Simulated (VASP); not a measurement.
VASP ran on this input.

### INCAR
```
NSW = 60
EDIFFG = -0.02
LMAXMIX = 6
ISMEAR = 1
NELM = 100   ! most electronic steps
IBRION = 2
EDIFF = 1E-6
LWAVE = .False.
SYSTEM = CdHg3Te4
GGA = PS
ISIF = 3   ! ions, shape and volume
SIGMA = 0.1   ! width (eV)
ALGO = Normal   ! blocked Davidson
ENCUT = 400   ! plane-wave cut-off (eV)
LREAL = .False.   ! projection in real space or not
LCHARG = .False.
PREC = Accurate
LASPH = .True.   ! aspherical one-centre terms
```

POSCAR:
```
CdHg3Te4
1
    6.5117942630    -0.0000000000    -0.0000000000
   -0.0000000000     6.5117942630     0.0000000000
   -0.0000000000     0.0000000000     6.5117942630
Hg Te Cd
3 4 1
Direct
  0.0000000000   0.0000000000   0.0000000000
  0.5000000000   0.5000000000   0.0000000000
  0.5000000000   0.0000000000   0.5000000000
  0.2498581418   0.2501418582   0.2501418582
  0.7501418582   0.7498581418   0.2501418582
  0.7501418582   0.2501418582   0.7498581418
  0.2498581418   0.7498581418   0.7498581418
  0.0000000000   0.5000000000   0.5000000000
```

File KPOINTS:
```
Automatic mesh
0
Gamma
5 5 5
0 0 0
```

POTCAR, in this order: Hg Te Cd (PBE.64 set). Program: vasp_std.

**Question.** Write an equivalent input for Quantum ESPRESSO's pw.x.

**Answer.** One equivalent input (not run):
```
&CONTROL
  calculation = 'vc-relax'
  pseudo_dir = './pseudo'
  outdir = './out'
  tprnfor = .true.
  tstress = .true.
  nstep = 60
  forc_conv_thr = 0.00078
/
&SYSTEM
  ibrav = 0
  nat = 8
  ntyp = 3
  ecutwfc = 102
  occupations = 'smearing'
  smearing = 'methfessel-paxton'
  degauss = 0.00735
  input_dft = 'pbesol'
/
&ELECTRONS
  conv_thr = 7.3e-08
  electron_maxstep = 100
/
&IONS
/
&CELL
/
ATOMIC_SPECIES
  Hg 200.592 Hg.upf
  Te 127.600 Te.upf
  Cd 112.414 Cd.upf
CELL_PARAMETERS angstrom
     6.5117943   -0.0000000   -0.0000000
    -0.0000000    6.5117943    0.0000000
    -0.0000000    0.0000000    6.5117943
ATOMIC_POSITIONS crystal
  Hg   0.0000000  0.0000000  0.0000000
  Hg   0.5000000  0.5000000  0.0000000
  Hg   0.5000000  0.0000000  0.5000000
  Te   0.2498581  0.2501419  0.2501419
  Te   0.7501419  0.7498581  0.2501419
  Te   0.7501419  0.2501419  0.7498581
  Te   0.2498581  0.7498581  0.7498581
  Cd   0.0000000  0.5000000  0.5000000
K_POINTS automatic
  5 5 5 0 0 0
```
What does not carry over: the potentials are each code's own (VASP's PAW set, PseudoDojo norm-conserving files in pw.x), so ENCUT and ecutwfc are chosen apart and not converted; conv_thr bounds pw.x's estimated SCF error, while EDIFF bounds the energy change between steps; forc_conv_thr acts on force components and is met together with etot_conv_thr.

The structure was generated: CdHg3Te4 was put into an ordered model structure (P-43m), which need not be its known phase. This run relaxes it. Symmetry was kept, so distortions that lower it aren't found. The start is the result of an earlier pass.
